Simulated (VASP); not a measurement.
All values below come from vdW-DF2, VASP's PBE PAW potentials (set 64) (plane waves; VASP).

VASP input:

**POSCAR**
```
CuZn
1
    3.0692003392     0.0000000000     0.0000000000
    0.0000000000     3.0692003392     0.0000000000
    0.0000000000     0.0000000000     3.0692003392
Zn Cu
1 1
Direct
  0.5000000000   0.5000000000   0.5000000000
  0.0000000000   0.0000000000   0.0000000000
```

INCAR:
```
! general
SYSTEM   = CuZn
PREC     = Accurate
ENCUT    = 520
LREAL    = .FALSE.
LASPH    = .TRUE.
ICHARG   = 11

! electronic loop
EDIFF    = 1E-7
NELM     = 100
ALGO     = Normal
LMAXMIX  = 4

! smearing
ISMEAR   = 0
SIGMA    = 0.05

! functional
GGA      = ML
LUSE_VDW = .TRUE.
AGGAC    = 0.0
ZAB_VDW  = -1.8867

! output
LWAVE    = .FALSE.
LCHARG   = .FALSE.
LORBIT   = 11
```

**KPOINTS**
```
k-points along high-symmetry lines
15
Line-mode
Reciprocal
  0.000000   0.000000   0.000000 ! GAMMA
  0.000000   0.500000   0.000000 ! X

  0.000000   0.500000   0.000000 ! X
  0.500000   0.500000   0.000000 ! M

  0.500000   0.500000   0.000000 ! M
  0.000000   0.000000   0.000000 ! GAMMA

  0.000000   0.000000   0.000000 ! GAMMA
  0.500000   0.500000   0.500000 ! R

  0.500000   0.500000   0.500000 ! R
  0.000000   0.500000   0.000000 ! X

  0.500000   0.500000   0.500000 ! R
  0.500000   0.500000   0.000000 ! M
```

POTCAR, in this order: Zn Cu (PBE.64 set). Program: vasp_std. Read from the step before: CHGCAR.

What VASP printed:

### OUTCAR
```
 ion  position               nearest neighbor table
   1  0.500  0.500  0.500-   2 2.66   2 2.66   2 2.66   2 2.66   2 2.66   2 2.66   2 2.66   2 2.66
  LATTYP: Found a simple cubic cell.
 ALAT       =     3.0692003392
 Subroutine PRICEL returns:
 Original cell was already a primitive cell.
 Subroutine GETGRP returns: Found 48 space group operations
The static configuration has the point symmetry O_h .
The dynamic configuration has the point symmetry O_h .
 Subroutine INISYM returns: Found 48 space group operations
   k-points           NKPTS =     90   k-points in BZ     NKDIM =     90   number of bands    NBANDS=     15
   number of dos      NEDOS =    301   number of ions     NIONS =      2
   total plane-waves  NPLWV =  13824
   dimension x,y,z NGX =    24 NGY =   24 NGZ =   24
   dimension x,y,z NGXF=    48 NGYF=   48 NGZF=   48
   ions per type =               1   1
   PREC   = accura    normal or accurate (medium, high low for compatibility)
   ISTART =      0    job   : 0-new  1-cont  2-samecut
   ICHARG =     11    charge: 1-file 2-atom 10-const
   ISPIN  =      1    spin polarized calculation?
   LNONCOLLINEAR =      F non collinear calculations
   LSORBIT =      F    spin-orbit coupling
   INIWAV =      1    electr: 0-lowe 1-rand  2-diag
   ENCUT  =  520.0 eV  38.22 Ry    6.18 a.u.   5.71  5.71  5.71*2*pi/ulx,y,z
   NELM   =    100;   NELMIN=  2; NELMDL= -5     # of ELM steps
   EDIFF  = 0.1E-06   stopping-criterion for ELM
   LREAL  =      F    real-space projection
   NLSPLINE    = F    spline interpolate recip. space projectors
   LMAXMIX     =    4 max onsite mixed and CHGCAR
   VOSKOWN=      0    Vosko Wilk Nusair interpolation
   EDIFFG = 0.1E-05   stopping-criterion for IOM
   NSW    =      0    number of steps for IOM
   NBLOCK =      1;   KBLOCK =      1    inner block; outer block
   IBRION =     -1    ionic relax: 0-MD 1-quasi-New 2-CG
   NFREE  =      0    steps in history (QN), initial steepest desc. (CG)
   ISIF   =      2    stress and relaxation
   ISYM   =      2    0-nonsym 1-usesym 2-fastsym
   TEIN   =    0.0    initial temperature
   TEBEG  =    0.0;   TEEND  =   0.0 temperature during run
   SMASS  =  -3.00    Nose mass-parameter (am)
...
```

### OSZICAR
```
       N       E                     dE             d eps       ncg     rms          rms(c)
DAV:   1     0.122376379789E+03    0.12238E+03   -0.11667E+04  2756   0.247E+03
DAV:   2     0.657544637022E+01   -0.11580E+03   -0.11193E+03  2728   0.325E+02
DAV:   3     0.285561013582E+01   -0.37198E+01   -0.37105E+01  3400   0.762E+01
DAV:   4     0.282733652385E+01   -0.28274E-01   -0.28267E-01  3351   0.599E+00
DAV:   5     0.282692105640E+01   -0.41547E-03   -0.41544E-03  3608   0.725E-01
DAV:   6     0.282690902217E+01   -0.12034E-04   -0.12034E-04  3458   0.987E-02
DAV:   7     0.282690847206E+01   -0.55011E-06   -0.54975E-06  3331   0.203E-02
DAV:   8     0.282690844798E+01   -0.24079E-07   -0.24661E-07  3044   0.397E-03
   1 F= 0.28269084E+01 E0= 0.28273412E+01  d E =-.865480E-03
```

### OUTCAR
```
 val. band max:        5.6094576369   @ k =   0.5000   0.5000   0.1071

 cond. band min:       5.6551731171   @ k =   0.5000   0.5000   0.1429



 k-point     1 :       0.0000    0.0000    0.0000
  band No.  band energies     occupation
      1      -4.8553      2.00000
      2      -3.2069      2.00000
      3      -3.2069      2.00000
      4      -2.7141      2.00000
      5      -2.7141      2.00000
      6      -2.7141      2.00000
      7       1.1823      2.00000
      8       1.1823      2.00000
      9       1.8829      2.00000
     10       1.8829      2.00000
     11       1.8829      2.00000
     12      10.3159      0.00000
     13      10.3159      0.00000
     14      10.3159      0.00000
     15      14.2932      0.00000

 k-point     2 :       0.0000    0.0357    0.0000
  band No.  band energies     occupation
      1      -4.8341      2.00000
      2      -3.2053      2.00000
      3      -3.2030      2.00000
      4      -2.7158      2.00000
      5      -2.7158      2.00000
      6      -2.7135      2.00000
      7       1.1818      2.00000
      8       1.1845      2.00000
      9       1.8770      2.00000
     10       1.8770      2.00000
     11       1.8824      2.00000
     12      10.0673      0.00000
     13      10.3467      0.00000
     14      10.3467      0.00000
     15      14.4026      0.00000

 k-point     3 :       0.0000    0.0714    0.0000
  band No.  band energies     occupation
      1      -4.7706      2.00000
      2      -3.2004      2.00000
      3      -3.1912      2.00000
      4      -2.7206      2.00000
      5      -2.7206      2.00000
      6      -2.7115      2.00000
      7       1.1803      2.00000
      8       1.1908      2.00000
      9       1.8595      2.00000
     10       1.8595      2.00000
     11       1.8809      2.00000
     12       9.4523      0.00000
     13      10.4384      0.00000
     14      10.4384      0.00000
     15      14.5769      0.00000

...
```

The density is held fixed in this step, so its total energy and stress have no physical meaning.

The compound is CuZn in the CsCl type structure. It was relaxed first, which changed the volume by +13 %. The electron count is odd and the run is not spin-polarised, which forces a metal.
